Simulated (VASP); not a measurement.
These are PBE GGA, VASP's PBE PAW potentials (set 64) (plane waves; VASP) values and carry that method's errors.

Input for VASP

### POSCAR
```
Au
1
    0.0000000000     2.0481600000     2.0481600000
    2.0481600000     0.0000000000     2.0481600000
    2.0481600000     2.0481600000     0.0000000000
Au
1
Direct
  0.0000000000   0.0000000000   0.0000000000
```

### INCAR
```
SYSTEM = Au
PREC = Accurate
ENCUT = 300
EDIFF = 1E-8
NELM = 100
ALGO = Normal
LREAL = .FALSE.
LASPH = .TRUE.
ISMEAR = -1
SIGMA = 0.136
GGA = PE
LMAXMIX = 6
LWAVE = .FALSE.
LCHARG = .FALSE.
ISIF = 2
LEPSILON = .FALSE.
IBRION = 8
NSW = 1
```

File KPOINTS:
```
Regular mesh
0
G
  9 9 9
0 0 0
```

POTCAR, in this order: Au (PBE.64 set). Program: vasp_std.

At this cut-off the stress carries a Pulay error, which pulls relaxed volumes low. Unless said otherwise, spin-orbit coupling is left out, though it shifts the bands of the heavy elements here.

### Question
What does the run give for the energy per atom (σ→0), pressure, band gap (on the k-mesh)?

### Answer

```json
{
 "energy per atom (σ→0)": "-3.233 eV/atom",
 "band gap (on the k-mesh)": "none (metal, semimetal or under 0.01 eV)",
 "pressure": "6.04 GPa"
}
```

**OSZICAR**
```
...
RMM:   6    -0.267747789048E+00    0.53833E-04   -0.12866E-06  2221   0.917E-03    0.256E-04
RMM:   7    -0.267744870307E+00    0.29187E-05   -0.16798E-08  2350   0.136E-03    0.206E-04
RMM:   8    -0.267742906358E+00    0.19639E-05   -0.38042E-09  2261   0.510E-04    0.186E-05
RMM:   9    -0.267742986518E+00   -0.80159E-07    0.71717E-10  2339   0.752E-05    0.271E-06
RMM:  10    -0.267743031350E+00   -0.44833E-07   -0.73772E-10  2296   0.685E-06    0.158E-06
RMM:  11    -0.267743044029E+00   -0.12679E-07   -0.11101E-09  2207   0.382E-06    0.206E-07
RMM:  12    -0.267743044597E+00   -0.56728E-09   -0.13370E-09  1139   0.130E-06    0.845E-08
 Linear response finished
```

The structure is a typed Au crystal (Fm-3m). The cell was not relaxed at this level. The run is one of a series of settings (EDIFF = 1E-8, IBRION = 8, LEPSILON = .FALSE., NSW = 1 against the base run), some of them coarse on purpose.
